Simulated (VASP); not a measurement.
An input for Ansatz (written as the equivalent of a VASP run, and not itself run):

Ansatz 0.2 input:
```yaml
crystal:
  lattice:
    - [1.6150000, -2.7972620, 0.0000000]
    - [1.6150000, 2.7972620, 0.0000000]
    - [0.0000000, 0.0000000, 5.1500000]
  atoms:
    - { symbol: Zr, position: [0.3333330, 0.6666670, 0.2500000] }
    - { symbol: Zr, position: [0.6666670, 0.3333330, 0.7500000] }
kpoints:
  mp_grid: { grid: [12, 12, 7] }
hamiltonian:
  xc: pbe
  pseudopotentials: { kind: paw }
scf:
  occupations: { method: methfessel_paxton, width: 0.1 }
  max_iter: 100
relax:
  max_steps: 60
  f_tol: 0.01
  cell: {}
output: { forces: true, stress: true, eigenvalues: true }
```

**Question.** Write the VASP files for the same calculation (PBE).

**Answer.** Several could match; the one computed here: 
INCAR:
```
SYSTEM  =  Zr
PREC  =  Accurate; ENCUT  =  520; LREAL  =  F
LASPH  =  T
EDIFF  =  1E-6; NELM  =  100; ALGO  =  Normal
LMAXMIX  =  4
ISMEAR  =  1; SIGMA  =  0.1
GGA  =  PE
IBRION  =  2; NSW  =  60; ISIF  =  3
EDIFFG  =  -0.01
LWAVE  =  F; LCHARG  =  F
```

POSCAR:
```
Zr
1
    1.6150000000    -2.7972620000     0.0000000000
    1.6150000000     2.7972620000     0.0000000000
    0.0000000000     0.0000000000     5.1500000000
Zr
2
Direct
  0.3333330000   0.6666670000   0.2500000000
  0.6666670000   0.3333330000   0.7500000000
```

KPOINTS:
```
Automatic mesh
0
Gamma
12 12 7
0 0 0
```

POTCAR, in this order: Zr_sv (PBE.64 set). Program: vasp_std.

The two are equivalent in intent, not identical: each code has its own PAW files, so the cut-off isn't converted (ENCUT is set for VASP's; basis.ecutwfc is left out, and Ansatz then takes the one that its files recommend); Ansatz stops its SCF on the density residual and VASP on the energy change (EDIFF).

The compound is Zr in the hcp structure. This run relaxes it. Symmetry was kept, so distortions that lower it aren't found.
